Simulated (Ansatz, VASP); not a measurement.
# Two plane-wave programs on Ga2AsN

INCAR

```
SYSTEM = Ga2AsN
  PREC = Accurate
  ENCUT = 520
  EDIFF = 1E-6
  ISMEAR = -1
  SIGMA = 0.02
  LREAL = .False.
  LASPH = .True.
  NELM = 100
  ALGO = Normal
  ISIF = 2
  LWAVE = .False.
  LCHARG = .True.
  GGA = PE
  LELF = .True.
  LVHAR = .True.
  NBANDS = 26
```

File KPOINTS:

```
Automatic mesh
0
Gamma
  8 8 6
  0 0 0
```

Contents of POSCAR:

```
Ga2AsN
1.0
    3.4388724676      0.0000000000      0.0000000000
    0.0000000000      3.4388724676      0.0000000000
    0.0000000000      0.0000000000      5.3030656080
N Ga As
1 2 1
Direct
    0.0000000000      0.0000000000      0.0000000000
    0.0000000000      0.5000000000      0.8014892450
    0.5000000000      0.0000000000      0.1985107550
    0.5000000000      0.5000000000      0.5000000000
```

Input for Ansatz:

```yaml
crystal:
  lattice:
    - [3.4388724676, 0.0, 0.0]
    - [0.0, 3.4388724676, 0.0]
    - [0.0, 0.0, 5.303065608]
  atoms:
    - { symbol: "N", position: [0.0, 0.0, 0.0] }
    - { symbol: Ga, position: [0.0, 0.5, 0.801489245] }
    - { symbol: As, position: [0.5, 0.5, 0.5] }
    - { symbol: Ga, position: [0.5, 0.0, 0.198510755] }
kpoints:
  mp_grid: { grid: [8, 8, 6] }
  band_path:
    path:
      - [0.0, 0.0, 0.0]
      - [0.0, 0.5, 0.0]
      - [0.5, 0.5, 0.0]
      - [0.0, 0.0, 0.5]
      - [0.0, 0.5, 0.5]
      - [0.5, 0.5, 0.5]
    npoints: 1
hamiltonian:
  xc: pbe
scf:
  occupations: { method: fermi_dirac, width: 0.02 }
  n_extra_bands: 5
output:
  forces: true
  stress: true
  eigenvalues: true
```

Change from the starting cell: epitaxial_xy strain -4.6%.

Alike in both runs: task single point; functional PBE; k mesh 8 × 8 × 6; occupations fermi-dirac, width 0.02 eV; no spin polarisation.

|  | VASP | Ansatz |
| --- | --- | --- |
| version | VASP 6.6.1 | Ansatz 0.2.0 |
| potentials or method | VASP PAW PBE potentials, release 64 (N, Ga_d, As) | plane waves, PAW |
| plane-wave cutoff (eV) | 520 | 420 |
| valence electrons in the cell | 36 | 46 |

|  | VASP | Ansatz | Ansatz less VASP |
| --- | --- | --- | --- |
| pressure (GPa) | 10.1 | 9.8 | -0.27 |
| largest component of the traceless stress (GPa) | 3.86 | 3.89 | +0.036 |
| rms of the force components (eV/Å) | 0.093 | 0.088 | -0.0049 |

The functional is the same, so the differences come from potentials, cutoffs and numerics. The two sets of potentials don't hold the same shells in valence.
